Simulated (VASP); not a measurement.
These are PBE GGA with D3 dispersion (zero damping), VASP's PBE PAW potentials (set 64) (plane waves; VASP) values and carry that method's errors.

VASP ran on this input.

**POSCAR**
```
YN
1
    0.0000000000     2.4592184772     2.4592184772
    2.4592184772     0.0000000000     2.4592184772
    2.4592184772     2.4592184772     0.0000000000
Y N
1 1
Direct
  0.0000000000   0.0000000000   0.0000000000
  0.5000000000   0.5000000000   0.5000000000
```

KPOINTS:
```
Automatic
0
Gamma
9 9 9
0 0 0
```

### INCAR
```
SIGMA = 0.05   ! width (eV)
LWAVE = F
NELM = 100   ! most electronic steps
IVDW = 11   ! D3, zero damping
ISMEAR = 0   ! Gaussian
LREAL = F
LASPH = T
SYSTEM = YN
ALGO = Normal
EDIFF = 1E-7   ! SCF stop (eV)
ISIF = 2   ! forces and stress, cell fixed
ENCUT = 520
LMAXMIX = 4
LCHARG = F
GGA = PE
PREC = Accurate
```

POTCAR, in this order: Y_sv N (PBE.64 set). Program: vasp_std.

Q: Predict the energy per atom (σ→0), dispersion energy, pressure.

A: 
```
Quantity                        Value
---------------------  --------------
energy per atom (σ→0)  -9.345 eV/atom
dispersion energy           -0.462 eV
pressure                    -4.63 GPa
```

**OSZICAR**
```
...
DAV:  10    -0.182270448683E+02   -0.14899E-03   -0.73264E-04  1024   0.272E-01    0.606E-01
DAV:  11    -0.182272585424E+02   -0.21367E-03   -0.85882E-04   988   0.321E-01    0.857E-02
DAV:  12    -0.182272498984E+02    0.86440E-05   -0.10129E-04  1024   0.894E-02    0.126E-01
DAV:  13    -0.182272489048E+02    0.99354E-06   -0.50041E-06  1064   0.217E-02    0.339E-02
DAV:  14    -0.182272485616E+02    0.34329E-06   -0.60686E-07  1084   0.748E-03    0.138E-02
DAV:  15    -0.182272482379E+02    0.32369E-06   -0.31566E-07   924   0.563E-03    0.987E-04
DAV:  16    -0.182272481982E+02    0.39690E-07   -0.58951E-09   444   0.821E-04
   1 F= -.18689270E+02 E0= -.18689270E+02  d E =-.151703E-06
```

The compound is YN in the rock salt structure. This cell is one point of a volume scan, at 1.03 of the reference volume.
